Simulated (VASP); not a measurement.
```
CELL_PARAMETERS angstrom
      3.47085     0.00000     0.00000
      0.00000     3.47085     0.00000
      0.00000     0.00000     3.47085
ATOMIC_POSITIONS crystal
  Si 0.00000 0.00000 0.00000
  Ni 0.00000 0.50000 0.50000
  Ni 0.50000 0.00000 0.50000
  Ni 0.50000 0.50000 0.00000
```

Computed with PBE GGA with D4 dispersion, VASP's PBE PAW potentials (set 64) (plane waves; VASP). Settings: 520 eV cut-off, Gaussian smearing of 0.050 eV, potentials Si Ni.

Question: Give the energies of bands 7 to 20 at the high-symmetry points, in eV from the Fermi level.

Answer: 
```tsv
band	Γ	X	M	R
7	-3.67	-3.00	-2.80	-3.82
8	-1.60	-2.26	-2.80	-2.28
9	-1.60	-2.26	-2.17	-2.28
10	-1.60	-2.13	-2.17	-2.28
11	-0.90	-2.01	-1.59	-1.49
12	-0.90	-1.35	-1.48	-1.49
13	-0.90	-1.35	-1.48	-1.49
14	-0.62	-1.32	-1.46	-1.28
15	-0.62	-1.18	-1.14	-1.28
16	-0.29	-0.56	-1.04	-0.43
17	0.06	0.06	-0.96	-0.19
18	0.06	3.74	0.70	-0.19
19	0.06	3.74	0.70	-0.19
20	5.13	5.36	5.79	1.36
```

It has no gap at this level: it comes out as a metal or semimetal.

The compound is Ni3Si in the L1_2 structure. It was relaxed first. The run is not spin-polarised, so no magnetic state was tried.
